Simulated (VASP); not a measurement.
Data:

```xyz
2
Lattice="-2.9926 2.9926 1.6262 2.9926 -2.9926 1.6262 2.9926 2.9926 -1.6262" Properties=species:S:1:pos:R:3 pbc="T T T"
Tm     0.0000     2.9926     0.8131
Tm     0.0000     0.0000     0.0000
```

All values below come from PBEsol GGA, VASP's PBE PAW potentials (set 64) (plane waves; VASP). Numerical set-up: 400 eV cut-off, 14×14×14 Γ-centred mesh, tetrahedra with Blöchl corrections, potentials Tm_3.

The 4f electrons are frozen in the core of the lanthanide potential, so 4f levels, which can set the real gap, and their magnetism are missing.

**Question.** Estimate the energy per atom (σ→0), band gap (on the k-mesh) with the smallest direct gap where there is one.

**Answer.** 
```
Property                                                    Result
------------------------  ----------------------------------------
band gap (on the k-mesh)  none (metal, semimetal or under 0.01 eV)
energy per atom (σ→0)                               -4.406 eV/atom
```

Total energies compare only between runs with the same potentials, cut-off and functional.

The structure was generated: Tm was put into the beta-Sn type (I4_1/amd), which need not be its known phase. It was relaxed first, which changed the volume by -8 %.
